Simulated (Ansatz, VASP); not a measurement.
# Cross-check of KTaO3 between VASP and Ansatz, part 2 of 3

One calculation is typed for both programs; each brings its own data sets. How far apart do they land? The cell is taken from a series of runs on this material, whose earlier steps may have relaxed, scaled, displaced or heated it; both programs get it as it stands.

VASP 6.6.1 and Ansatz 0.2.0.

So far: Set-up; VASP: zone-centre phonons, LDA.

## 2. VASP: zone-centre phonons, LDA (continued)

Level of this step: LDA; plane waves and PAW (O, K_sv, Ta_pv) (VASP).

Parts of OUTCAR (step 2):

```text
ion  position               nearest neighbor table
   1  0.500  0.000  0.000-   5 1.94   5 1.94   4 2.74   4 2.74   4 2.74   4 2.74
   2  0.000  0.500  0.000-   5 1.94   5 1.94   4 2.74   4 2.74   4 2.74   4 2.74
   3  0.000  0.000  0.500-   5 1.94   5 1.94   4 2.74   4 2.74   4 2.74   4 2.74
   4  0.500  0.500  0.500-   1 2.74   2 2.74   3 2.74   1 2.74   2 2.74   1 2.74   3 2.74   1 2.74
                             2 2.74   3 2.74   2 2.74   3 2.74   5 3.35   5 3.35   5 3.35   5 3.35
   5  0.000  0.000  0.000-   1 1.94   2 1.94   3 1.94   3 1.94   2 1.94   1 1.94   4 3.35   4 3.35
                             4 3.35   4 3.35   4 3.35   4 3.35   4 3.35   4 3.35

  LATTYP: Found a simple cubic cell.
 ALAT       =     3.8706938454

 Subroutine GETGRP returns: Found 48 space group operations
 (whereof 48 operations were pure point group operations)

The static configuration has the point symmetry O_h .

 Found     35 irreducible k-points:

   k-points           NKPTS =     35   k-points in BZ     NKDIM =     35   number of bands    NBANDS=     25

   dimension x,y,z NGX =    32 NGY =   32 NGZ =   32
   dimension x,y,z NGXF=    64 NGYF=   64 NGZF=   64

   ENCUT  =  600.0 eV  44.10 Ry    6.64 a.u.   7.73  7.73  7.73*2*pi/ulx,y,z

   NELECT =      38.0000    total number of electrons

 k-points in reciprocal lattice and weights: Automatic mesh
   0.00000000  0.00000000  0.00000000       0.002
   0.12500000  0.00000000  0.00000000       0.012
   0.25000000  0.00000000  0.00000000       0.012
   0.37500000  0.00000000  0.00000000       0.012
   0.50000000  0.00000000  0.00000000       0.006
   0.12500000  0.12500000  0.00000000       0.023
   0.25000000  0.12500000  0.00000000       0.047
   0.37500000  0.12500000  0.00000000       0.047
   0.50000000  0.12500000  0.00000000       0.023
[...]
0.50000000  0.50000000  0.37500000       0.012
   0.50000000  0.50000000  0.50000000       0.002

 average (electrostatic) potential at core
       1 -72.3734       2 -72.3734       3 -72.3734       4 -31.4234       5 -40.0255

  Total        6.2101845      6.2101845      6.2101845     -0.0000000      0.0000000     -0.0000000
[...]
2     0.00000     1.16224    -0.00000
    3    -0.00000     0.00000     1.16224
 ion    5
    1     8.73406    -0.00000    -0.00000
    2     0.00000     8.73406    -0.00000
    3    -0.00000    -0.00000     8.73406

 Eigenvectors and eigenvalues of the dynamical matrix
 ----------------------------------------------------

   1 f  =   20.018503 THz   125.779967 2PiTHz  667.745399 cm-1    82.789841 meV
             X         Y         Z           dx          dy          dz
      1.935347  0.000000  0.000000     0.032624   -0.252046   -0.000000
      0.000000  1.935347  0.000000    -0.008885    0.925514   -0.000000
      0.000000  0.000000  1.935347    -0.008885   -0.252046    0.000000
      1.935347  1.935347  1.935347    -0.000195   -0.005525    0.000000
      0.000000  0.000000  0.000000    -0.004331   -0.122876   -0.000000

   2 f  =   20.018503 THz   125.779967 2PiTHz  667.745399 cm-1    82.789841 meV
             X         Y         Z           dx          dy          dz
      1.935347  0.000000  0.000000    -0.925514   -0.008885   -0.000000
      0.000000  1.935347  0.000000     0.252046    0.032624    0.000000
      0.000000  0.000000  1.935347     0.252046   -0.008885   -0.000000
      1.935347  1.935347  1.935347     0.005525   -0.000195    0.000000
      0.000000  0.000000  0.000000     0.122876   -0.004331   -0.000000

   3 f  =   20.018503 THz   125.779967 2PiTHz  667.745399 cm-1    82.789841 meV
             X         Y         Z           dx          dy          dz
      1.935347  0.000000  0.000000    -0.000000    0.000000   -0.252203
      0.000000  1.935347  0.000000     0.000000   -0.000000   -0.252203
      0.000000  0.000000  1.935347     0.000000    0.000000    0.926088
      1.935347  1.935347  1.935347     0.000000    0.000000   -0.005528
      0.000000  0.000000  0.000000    -0.000000   -0.000000   -0.122953

   4 f  =    6.394526 THz    40.177989 2PiTHz  213.298415 cm-1    26.445621 meV
             X         Y         Z           dx          dy          dz
      1.935347  0.000000  0.000000    -0.000000   -0.128555   -0.110430
      0.000000  1.935347  0.000000    -0.686498    0.000000    0.110430
      0.000000  0.000000  1.935347     0.686498    0.128555   -0.000000
      1.935347  1.935347  1.935347     0.000000   -0.000000    0.000000
      0.000000  0.000000  0.000000    -0.000000    0.000000   -0.000000

   5 f  =    6.394526 THz    40.177989 2PiTHz  213.298415 cm-1    26.445621 meV
             X         Y         Z           dx          dy          dz
      1.935347  0.000000  0.000000     0.000000   -0.234223    0.664208
      0.000000  1.935347  0.000000    -0.062983   -0.000000   -0.664208
      0.000000  0.000000  1.935347     0.062983    0.234223    0.000000
      1.935347  1.935347  1.935347    -0.000000    0.000000    0.000000
      0.000000  0.000000  0.000000     0.000000   -0.000000    0.000000

   6 f  =    6.394526 THz    40.177989 2PiTHz  213.298415 cm-1    26.445621 meV
             X         Y         Z           dx          dy          dz
      1.935347  0.000000  0.000000     0.000000    0.654686    0.215945
      0.000000  1.935347  0.000000    -0.157335   -0.000000   -0.215945
      0.000000  0.000000  1.935347     0.157335   -0.654686   -0.000000
      1.935347  1.935347  1.935347    -0.000000    0.000000   -0.000000
      0.000000  0.000000  0.000000     0.000000   -0.000000    0.000000

   7 f  =    6.356403 THz    39.938459 2PiTHz  212.026790 cm-1    26.287960 meV
             X         Y         Z           dx          dy          dz
      1.935347  0.000000  0.000000    -0.002227   -0.000877   -0.291274
      0.000000  1.935347  0.000000    -0.003663   -0.000533   -0.291274
      0.000000  0.000000  1.935347    -0.003663   -0.000877   -0.177105
      1.935347  1.935347  1.935347     0.011012    0.002636    0.875760
      0.000000  0.000000  0.000000    -0.002243   -0.000537   -0.178408

   8 f  =    6.356403 THz    39.938459 2PiTHz  212.026790 cm-1    26.287960 meV
             X         Y         Z           dx          dy          dz
      1.935347  0.000000  0.000000    -0.018962   -0.289622    0.001264
      0.000000  1.935347  0.000000    -0.031186   -0.176100    0.001264
      0.000000  0.000000  1.935347    -0.031186   -0.289622    0.000768
      1.935347  1.935347  1.935347     0.093766    0.870792   -0.003800
      0.000000  0.000000  0.000000    -0.019102   -0.177395    0.000774

   9 f  =    6.356403 THz    39.938459 2PiTHz  212.026790 cm-1    26.287960 meV
             X         Y         Z           dx          dy          dz
      1.935347  0.000000  0.000000    -0.176088    0.031199    0.003548
      0.000000  1.935347  0.000000    -0.289601    0.018970    0.003548
      0.000000  0.000000  1.935347    -0.289601    0.031199    0.002157
      1.935347  1.935347  1.935347     0.870730   -0.093806   -0.010667
      0.000000  0.000000  0.000000    -0.177383    0.019110    0.002173

  10 f  =    3.899957 THz    24.504151 2PiTHz  130.088556 cm-1    16.128918 meV
             X         Y         Z           dx          dy          dz
      1.935347  0.000000  0.000000     0.203621    0.227999    0.000513
      0.000000  1.935347  0.000000     0.488107    0.095113    0.000513
      0.000000  0.000000  1.935347     0.488107    0.227999    0.000214
      1.935347  1.935347  1.935347     0.267919    0.125147    0.000282
      0.000000  0.000000  0.000000    -0.480782   -0.224577   -0.000505

  11 f  =    3.899957 THz    24.504151 2PiTHz  130.088556 cm-1    16.128918 meV
             X         Y         Z           dx          dy          dz
      1.935347  0.000000  0.000000     0.091927   -0.472065    0.137212
      0.000000  1.935347  0.000000     0.220361   -0.196929    0.137212
      0.000000  0.000000  1.935347     0.220361   -0.472065    0.057240
      1.935347  1.935347  1.935347     0.120955   -0.259114    0.075315
      0.000000  0.000000  0.000000    -0.217054    0.464981   -0.135153

  12 f  =    3.899957 THz    24.504151 2PiTHz  130.088556 cm-1    16.128918 meV
             X         Y         Z           dx          dy          dz
      1.935347  0.000000  0.000000     0.024412   -0.124108   -0.520965
      0.000000  1.935347  0.000000     0.058520   -0.051774   -0.520965
      0.000000  0.000000  1.935347     0.058520   -0.124108   -0.217328
      1.935347  1.935347  1.935347     0.032121   -0.068122   -0.285955
      0.000000  0.000000  0.000000    -0.057641    0.122246    0.513147

  13 f/i=    0.024129 THz     0.151606 2PiTHz    0.804849 cm-1     0.099789 meV
             X         Y         Z           dx          dy          dz
      1.935347  0.000000  0.000000     0.000877   -0.002820    0.247586
      0.000000  1.935347  0.000000     0.000883   -0.002800    0.247586
      0.000000  0.000000  1.935347     0.000883   -0.002820    0.245911
      1.935347  1.935347  1.935347     0.001361   -0.004343    0.381342
      0.000000  0.000000  0.000000     0.002923   -0.009331    0.819369

  14 f/i=    0.024129 THz     0.151606 2PiTHz    0.804849 cm-1     0.099789 meV
             X         Y         Z           dx          dy          dz
      1.935347  0.000000  0.000000     0.231831   -0.082607   -0.001773
      0.000000  1.935347  0.000000     0.233410   -0.082049   -0.001773
      0.000000  0.000000  1.935347     0.233410   -0.082607   -0.001761
      1.935347  1.935347  1.935347     0.359508   -0.127236   -0.002732
      0.000000  0.000000  0.000000     0.772456   -0.273384   -0.005869

  15 f/i=    0.024129 THz     0.151606 2PiTHz    0.804849 cm-1     0.099789 meV
             X         Y         Z           dx          dy          dz
      1.935347  0.000000  0.000000     0.082063    0.233400    0.002363
      0.000000  1.935347  0.000000     0.082622    0.231821    0.002363
      0.000000  0.000000  1.935347     0.082622    0.233400    0.002347
      1.935347  1.935347  1.935347     0.127258    0.359492    0.003640
      0.000000  0.000000  0.000000     0.273432    0.772422    0.007821

 MACROSCOPIC STATIC DIELECTRIC TENSOR IONIC CONTRIBUTION
 ------------------------------------------------------
          71.476414    -0.000000    -0.000000
          -0.000000    71.476414    -0.000000
          -0.000000    -0.000000    71.476414
 ------------------------------------------------------

 ELASTIC MODULI CONTR FROM IONIC RELAXATION (kBar)
 Direction    XX          YY          ZZ          XY          YZ          ZX
 --------------------------------------------------------------------------------
 XX           0.0000      0.0000      0.0000      0.0000      0.0000      0.0000
 YY           0.0000      0.0000      0.0000      0.0000      0.0000      0.0000
 ZZ           0.0000      0.0000      0.0000      0.0000      0.0000      0.0000
 XY           0.0000      0.0000      0.0000      0.0000      0.0000      0.0000
 YZ           0.0000      0.0000      0.0000      0.0000      0.0000      0.0000
 ZX           0.0000      0.0000      0.0000      0.0000      0.0000      0.0000
 --------------------------------------------------------------------------------

 PIEZOELECTRIC TENSOR IONIC CONTR  for field in x, y, z        (C/m^2)
          XX          YY          ZZ          XY          YZ          ZX
  --------------------------------------------------------------------------------
  x     0.00000     0.00000     0.00000     0.00000     0.00000     0.00000
  y     0.00000     0.00000     0.00000     0.00000     0.00000     0.00000
  z     0.00000     0.00000     0.00000     0.00000     0.00000     0.00000
```

[end of part 2 of 3]

[Lines on the potential files, build, host, timing and source positions are cut from VASP's logs without a mark.]

[Logs are printed without paths, hosts, clocks, repeated set-up lines and the standing remarks that a program may print on its own settings, such as how far it seeks lower states.]

[Hosts, paths, dates, database ids (printed as entryN), source tags and the programs' standing remarks are cut or masked in the printed files.]
